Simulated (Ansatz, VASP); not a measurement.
# CrSeS (2H-CrSSe, 1 layer) in two plane-wave programs, part 2 of 2

Wanted: the spread between two codes on one cell, functional and k mesh. The structure shown is the start of the Ansatz relaxation below; VASP solves that cell, so the two are compared at the walk's first step.

VASP 6.6.1 and Ansatz 0.2.0.

So far: Starting point; Ansatz: relaxation, PBE.

## Step 3: VASP: single point, PBE, start cell

Level of this step: PBE, no spin polarisation; plane waves and PAW (Se, Cr_pv, S) (VASP).

The same cell, functional, mesh and smearing now go to VASP, with its own data sets.

Lines of VASP's logs that name or quote its potential files are left out, and so is its time.

Contents of INCAR:

```
SYSTEM = CrSeS
PREC = Accurate
ENCUT = 400
EDIFF = 1E-06
NELM = 120
ISMEAR = -1
SIGMA = 0.05
LREAL = .FALSE.
ALGO = Normal
GGA = PE
NBANDS = 18
LASPH = .TRUE.
LORBIT = 11
LWAVE = .FALSE.
LCHARG = .FALSE.
ISIF = 2
LDIPOL = .TRUE.
IDIPOL = 3
DIPOL = 0.5 0.5 0.502
LVHAR = .TRUE.
GGA_COMPAT = .FALSE.
EFERMI = MIDGAP
NELMDL = -8
```

Contents of POSCAR:

```
CrSeS
1.0
    3.1250000000      0.0000000000      0.0000000000
   -1.5625000000      2.7063290000      0.0000000000
    0.0000000000      0.0000000000     20.1484610000
Se Cr S
1 1 1
Direct
    0.3333334565      0.6666669130      0.4218684494
    0.0000000000      0.0000000000      0.5056655196
    0.3333334565      0.6666669130      0.5781315506
```

Contents of KPOINTS:

```
Automatic mesh
0
Gamma
12 12 1
0 0 0
```

The projector-augmented-wave data sets are Se, Cr_pv and S (PBE family, release 64).

Run with:

```console
mpirun -np 1 vasp_std
```

Numbers of over 12 decimals in the logs are rounded to 6 here.

What it wrote:

```text
[banner, memory and clock lines left out]
running    1 mpi-ranks, on    1 nodes
 distrk:  each k-point on    1 cores,    1 groups
 distr:  one band on    1 cores,    1 groups

 POSCAR found type information on POSCAR SeCrS
 POSCAR found :  3 types and       3 ions
 LDA part: xc-table for (Slater+PW92), standard interpolation
 POSCAR, INCAR and KPOINTS ok, starting setup
 FFT: planning ... GRIDC
 FFT: planning ... GRID_SOFT
 FFT: planning ... GRID
 WAVECAR not read
 entering main loop
       N       E                     dE             d eps       ncg     rms          rms(c)
DAV:   1     0.138195908951E+03    0.13820E+03   -0.10762E+04   844   0.875E+02
DAV:   2    -0.914494750376E+01   -0.14734E+03   -0.14487E+03   872   0.241E+02
DAV:   3    -0.215299369838E+02   -0.12385E+02   -0.12297E+02   792   0.658E+01
DAV:   4    -0.218562117599E+02   -0.32627E+00   -0.32604E+00   944   0.113E+01
DAV:   5    -0.218636747737E+02   -0.74630E-02   -0.74628E-02   964   0.152E+00
DAV:   6    -0.218638319367E+02   -0.15716E-03   -0.15716E-03   968   0.195E-01
DAV:   7    -0.218638419057E+02   -0.99690E-05   -0.99692E-05  1000   0.328E-02
DAV:   8    -0.218638420101E+02   -0.10437E-06   -0.10420E-06   748   0.424E-03    0.182E+01
DAV:   9    -0.303046357091E+02   -0.84408E+01   -0.15051E+02   744   0.766E+01    0.363E+01
DAV:  10    -0.189316255272E+02    0.11373E+02   -0.88555E+01   798   0.763E+01    0.648E+00
DAV:  11    -0.188928323350E+02    0.38793E-01   -0.31132E+00   738   0.101E+01    0.349E+00
DAV:  12    -0.188109473019E+02    0.81885E-01   -0.33651E-01   786   0.386E+00    0.178E+00
DAV:  13    -0.188000333748E+02    0.10914E-01   -0.33433E-02   834   0.116E+00    0.477E-01
DAV:  14    -0.187988261464E+02    0.12072E-02   -0.12242E-02   782   0.830E-01    0.263E-01
[...]
DAV:  21    -0.187989935765E+02   -0.41828E-04   -0.63548E-06   754   0.147E-02    0.358E-03
DAV:  22    -0.187990296170E+02   -0.36041E-04   -0.19009E-06   686   0.599E-03    0.324E-03
DAV:  23    -0.187990335335E+02   -0.39165E-05   -0.29848E-07   580   0.320E-03    0.193E-03
DAV:  24    -0.187990404455E+02   -0.69120E-05   -0.69591E-07   654   0.286E-03    0.945E-04
DAV:  25    -0.187990446389E+02   -0.41934E-05   -0.95633E-08   520   0.138E-03    0.573E-04
DAV:  26    -0.187990478187E+02   -0.31798E-05   -0.58129E-08   460   0.967E-04    0.201E-04
DAV:  27    -0.187990507183E+02   -0.28996E-05   -0.12673E-07   574   0.108E-03    0.239E-04
DAV:  28    -0.187990510084E+02   -0.29015E-06   -0.84077E-09   452   0.513E-04
   1 F= -.18799051E+02 E0= -.18799045E+02  d E =-.118624E-04
```

Parts of OUTCAR (step 3):

```text
ion  position               nearest neighbor table
   1  0.333  0.667  0.422-   2 2.47   2 2.47   2 2.47
   2  0.000  0.000  0.506-   3 2.32   3 2.32   3 2.32   1 2.47   1 2.47   1 2.47
   3  0.333  0.667  0.578-   2 2.32   2 2.32   2 2.32

  LATTYP: Found a hexagonal cell.
 ALAT       =     3.1250000000
 C/A-ratio  =     6.4475075200

 Subroutine GETGRP returns: Found  6 space group operations
 (whereof  6 operations were pure point group operations)

The static configuration has the point symmetry C_3v.

 Found     19 irreducible k-points:

   k-points           NKPTS =     19   k-points in BZ     NKDIM =     19   number of bands    NBANDS=     18

   dimension x,y,z NGX =    20 NGY =   20 NGZ =  140
   dimension x,y,z NGXF=    40 NGYF=   40 NGZF=  280

   ENCUT  =  400.0 eV  29.40 Ry    5.42 a.u.   5.10  5.10 32.86*2*pi/ulx,y,z

   NELECT =      24.0000    total number of electrons

 k-points in reciprocal lattice and weights: Automatic mesh
   0.00000000  0.00000000  0.00000000       0.007
   0.08333333 -0.00000000  0.00000000       0.042
   0.16666667 -0.00000000  0.00000000       0.042
   0.25000000 -0.00000000  0.00000000       0.042
   0.33333333 -0.00000000  0.00000000       0.042
   0.41666667 -0.00000000  0.00000000       0.042
   0.50000000 -0.00000000  0.00000000       0.021
   0.08333333  0.08333333  0.00000000       0.042
   0.16666667  0.08333333  0.00000000       0.083
[...]
0.33333333  0.25000000  0.00000000       0.083
   0.33333333  0.33333333  0.00000000       0.014

 dipolmoment           0.000000      0.000000      0.039734 electrons x Angstroem

 average (electrostatic) potential at core
       1 -60.3356       2 -78.6465       3 -93.3423

 E-fermi :  -1.5269

 k-point     1 :       0.0000    0.0000    0.0000
  band No.  band energies     occupation
    ...
      8      -3.7113      2.00000
      9      -3.7113      2.00000
     10      -2.7120      2.00000
     11      -2.7120      2.00000
     12      -2.0725      1.99996
     13       0.6829      0.00000
     14       0.6829      0.00000
     15       1.0191      0.00000
     16       1.0191      0.00000
     17       2.5122      0.00000
    ...

 k-point     2 :       0.0833   -0.0000    0.0000
  band No.  band energies     occupation
    ...
      8      -3.8444      2.00000
      9      -3.6796      2.00000
     10      -2.8209      2.00000
     11      -2.8042      2.00000
     12      -2.0786      1.99997
     13       0.3943      0.00000
     14       0.4899      0.00000
     15       0.6551      0.00000
     16       0.9190      0.00000
     17       2.6743      0.00000
    ...

 k-point     3 :       0.1667   -0.0000    0.0000
  band No.  band energies     occupation
    ...
      8      -4.1975      2.00000
      9      -3.6496      2.00000
     10      -3.1746      2.00000
     11      -2.9669      2.00000
     12      -2.1840      2.00000
     13      -0.3772      0.00000
     14       0.0311      0.00000
     15       0.3232      0.00000
     16       0.9310      0.00000
     17       3.0912      0.00000
    ...

  Total       -0.8071794     -0.8071791     -2.6368533      0.0000000      0.0000000     -0.0000000
  in kB       -7.5894123     -7.5894101    -24.7927137      0.0000000      0.0000000     -0.0000000
  external PRESSURE =     -13.3238454 kB  Pullay stress =       0.0000000 kB

  energy-cutoff  :      400.00
  volume of cell :      170.40
      direct lattice vectors                 reciprocal lattice vectors
     3.125000000  0.000000000  0.000000000     0.320000000  0.184752113  0.000000000
    -1.562500000  2.706329000  0.000000000     0.000000000  0.369504225  0.000000000
     0.000000000  0.000000000 20.148461000     0.000000000  0.000000000  0.049631582

 POSITION                                       TOTAL-FORCE (eV/Angst)
 -----------------------------------------------------------------------------------
      0.00000      1.80422      8.50000        -0.000000     -0.000000      0.930644
      0.00000      0.00000     10.18838         0.000000      0.000000     -0.291538
      0.00000      1.80422     11.64846         0.000000      0.000000     -0.639106
 -----------------------------------------------------------------------------------
    total drift:                                0.000000     -0.000540      0.000496

  FREE ENERGIE OF THE ION-ELECTRON SYSTEM (eV)
  ---------------------------------------------------
  free  energy   TOTEN  =       -18.7990510084 eV

  energy  without entropy=      -18.7990391460  energy(sigma->0) =      -18.79904508

 vacuum level on the upper side and lower side of the slab         3.938         3.088

 total charge
# of ion       s       p       d       tot
------------------------------------------
    1        1.488   2.279   0.057   3.824
    2        0.300   6.323   4.223  10.846
    3        1.368   2.298   0.000   3.667
--------------------------------------------------
tot          3.156  10.900   4.280  18.336

[... 3 further parts left out ...]
```

This run has no spin polarisation, so a moment on Cr, if there is one, isn't seen.

## Step 4: Differences

Known differences besides the potentials themselves: the data sets hold 36 valence electrons in Ansatz (on its default PAW (the set named soft_2) files) and 24 in VASP; the cutoff is 420 eV in Ansatz and 400 eV in VASP. Total energies have different zeros and are not compared.

Forces (eV/Å; atoms numbered as in POSCAR):

```tsv
atom	Ansatz x, y, z	VASP x, y, z
Se1	0.000, 0.000, 0.946	0.000, 0.000, 0.931
Cr2	0.000, 0.000, -0.321	0.000, 0.000, -0.292
S3	0.000, 0.000, -0.625	0.000, 0.000, -0.639
```

The forces differ by 12 meV/Å r.m.s., which is 3.1 % of the r.m.s. force of 0.389 eV/Å (both taken over all components). With vacuum in the cell, a pressure given here is an average over mostly empty space and none of the material.

## Step 5: Outcome

* r.m.s. force difference (single point, PBE, start cell): 3.1 % of the r.m.s. force

What this shows: The r.m.s. force difference is 3.1 % of the r.m.s. force (single point, PBE, start cell), at about the 3 % picked in this series as the mark of a large difference. The data sets hold unlike numbers of valence electrons (36 in Ansatz and 24 in VASP), so part of the differences comes from the potentials. How closely two codes agree says nothing of how well the functional describes the real material.

[Lines on the potential files, build, host, timing and source positions are cut from VASP's logs without a mark.]

[Logs are printed without paths, hosts, clocks, repeated set-up lines and the standing remarks that a program may print on its own settings, such as how far it seeks lower states.]

[Hosts, paths, dates, database ids (printed as entryN), source tags and the programs' standing remarks are cut or masked in the printed files.]
